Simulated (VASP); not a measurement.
Computed with LDA (Ceperley-Alder, Perdew-Zunger), VASP's LDA PAW potentials (set 64) (plane waves; VASP).

The input files of a VASP run:

File KPOINTS:
```
Automatic mesh
0
Gamma
15 15 15
0 0 0
```

INCAR:
```
SYSTEM = Ge2Mo
PREC = Accurate; ENCUT = 400; LREAL = F
LASPH = T
EDIFF = 1E-7; NELM = 100; ALGO = Normal
LMAXMIX = 4
ISMEAR = -5
ISIF = 2
LWAVE = F; LCHARG = T; LORBIT = 11
NEDOS = 601
```

File POSCAR:
```
Ge2Mo
1.0
 -1.6379197479   1.6379197479   4.0668377698
  1.6379197479  -1.6379197479   4.0668377698
  1.6379197479   1.6379197479  -4.0668377698
Ge Mo
2 1
Cart
  0.0000000000  -0.0000000000   5.3850995800
 -0.0000000000   0.0000000000   2.7485759596
  0.0000000000   0.0000000000   0.0000000000
```

POTCAR, in this order: Ge_d Mo_sv (LDA.64 set). Program: vasp_std.

What VASP printed:

### OUTCAR
```
 ion  position               nearest neighbor table
   1  0.662  0.662  0.000-   2 2.64   3 2.67   3 2.67   3 2.67   3 2.67   2 2.72   2 2.72   2 2.72
                             2 2.72   3 2.75
   2  0.338  0.338  0.000-   1 2.64   3 2.67   3 2.67   3 2.67   3 2.67   1 2.72   1 2.72   1 2.72
                             1 2.72   3 2.75
   3  0.000  0.000  0.000-   1 2.67   1 2.67   1 2.67   2 2.67   1 2.67   2 2.67   2 2.67   2 2.67
                             1 2.75   2 2.75
  LATTYP: Found a body centered tetragonal cell.
 ALAT       =     3.2758394958
 C/A-ratio  =     2.4829285898
 Subroutine PRICEL returns:
 Original cell was already a primitive cell.
 Subroutine GETGRP returns: Found 16 space group operations
The static configuration has the point symmetry D_4h.
The dynamic configuration has the point symmetry D_4h.
 Subroutine INISYM returns: Found 16 space group operations
 Subroutine IBZKPT returns following result:
 Found    288 irreducible k-points:

 Following reciprocal coordinates:
            Coordinates               Weight
  0.000000  0.000000  0.000000      1.000000
  0.066667  0.000000 -0.000000      8.000000
  0.133333  0.000000  0.000000      8.000000
  0.200000  0.000000 -0.000000      8.000000
  0.266667  0.000000  0.000000      8.000000
  0.333333  0.000000 -0.000000      8.000000
  0.400000  0.000000  0.000000      8.000000
  0.466667 -0.000000  0.000000      8.000000
  0.066667  0.066667 -0.000000      8.000000
  0.133333  0.066667 -0.000000     16.000000
  0.200000  0.066667 -0.000000     16.000000
  0.266667  0.066667 -0.000000     16.000000
  0.333333  0.066667 -0.000000     16.000000
  0.400000  0.066667 -0.000000     16.000000
  0.466667  0.066667 -0.000000     16.000000
 -0.466667  0.066667 -0.000000     16.000000
 -0.400000  0.066667  0.000000     16.000000
 -0.333333  0.066667  0.000000     16.000000
 -0.266667  0.066667  0.000000     16.000000
...
```

### OSZICAR
```
       N       E                     dE             d eps       ncg     rms          rms(c)
DAV:   1     0.304484975370E+03    0.30448E+03   -0.18891E+04 17455   0.383E+03
DAV:   2     0.114018015732E+02   -0.29308E+03   -0.28974E+03 14672   0.623E+02
DAV:   3    -0.230047628309E+02   -0.34407E+02   -0.34039E+02 16819   0.165E+02
DAV:   4    -0.240620608382E+02   -0.10573E+01   -0.10519E+01 17067   0.308E+01
DAV:   5    -0.240779578535E+02   -0.15897E-01   -0.15883E-01 17572   0.414E+00    0.174E+01
DAV:   6    -0.234129565949E+02    0.66500E+00   -0.65500E+00 15845   0.120E+01    0.338E+00
DAV:   7    -0.232718153548E+02    0.14114E+00   -0.11812E+00 16178   0.766E+00    0.382E+00
DAV:   8    -0.232305635491E+02    0.41252E-01   -0.15143E-01 16289   0.276E+00    0.286E-01
DAV:   9    -0.232293479243E+02    0.12156E-02   -0.13252E-02 18369   0.138E+00    0.172E-01
DAV:  10    -0.232290653742E+02    0.28255E-03   -0.23256E-03 17072   0.299E-01    0.701E-02
DAV:  11    -0.232290478986E+02    0.17476E-04   -0.14352E-04 16541   0.820E-02    0.235E-02
DAV:  12    -0.232290507122E+02   -0.28136E-05   -0.12341E-05 18611   0.427E-02    0.549E-03
DAV:  13    -0.232290503024E+02    0.40975E-06   -0.14041E-06 19497   0.161E-02    0.192E-03
DAV:  14    -0.232290494113E+02    0.89112E-06   -0.12911E-07  8378   0.353E-03    0.757E-04
DAV:  15    -0.232290494324E+02   -0.21056E-07   -0.32616E-08  7757   0.317E-03
   1 F= -.23229049E+02 E0= -.23229049E+02  d E =0.000000E+00
```

**OUTCAR**
```
------------------------ aborting loop because EDIFF is reached ----------------------------------------
  FORCE on cell =-STRESS in cart. coord.  units (eV):
  Direction    XX          YY          ZZ          XY          YZ          ZX
  --------------------------------------------------------------------------------------
  Total        0.0375930      0.0375930     -0.1127436      0.0000000     -0.0000000      0.0000000
  in kB        1.3801159      1.3801159     -4.1390472      0.0000000     -0.0000000      0.0000000
  external PRESSURE =      -0.4596051 kB  Pullay stress =       0.0000000 kB
  volume of cell :       43.64
      direct lattice vectors                 reciprocal lattice vectors
    -1.637919748  1.637919748  4.066837770     0.000000000  0.305265261  0.122945647
     1.637919748 -1.637919748  4.066837770     0.305265261  0.000000000  0.122945647
     1.637919748  1.637919748 -4.066837770     0.305265261  0.305265261  0.000000000
 POSITION                                       TOTAL-FORCE (eV/Angst)
 -----------------------------------------------------------------------------------
      0.00000      0.00000      5.38510         0.000000      0.000000     -0.009814
      0.00000      0.00000      2.74858        -0.000000     -0.000000      0.009814
      0.00000      0.00000      0.00000        -0.000000     -0.000000      0.000000
 -----------------------------------------------------------------------------------
    total drift:                               -0.000000     -0.000000      0.000000
  FREE ENERGIE OF THE ION-ELECTRON SYSTEM (eV)
  ---------------------------------------------------
  free  energy   TOTEN  =       -23.2290494324 eV

  energy  without entropy=      -23.2290494324  energy(sigma->0) =      -23.22904943

 total charge

# of ion       s       p       d       tot
------------------------------------------
    1        1.140   1.257  10.107  12.504
    2        1.140   1.257  10.107  12.504
    3        2.262   6.171   4.138  12.571
--------------------------------------------------
tot          4.542   8.684  24.352  37.578
```
(Selected blocks of OUTCAR.)

For a metal the tetrahedron method with Blöchl corrections gives inexact stress and forces.

The structure comes from a computed database's Ge2Mo entry (I4/mmm); how it stands against other phases isn't given here. It was relaxed first.
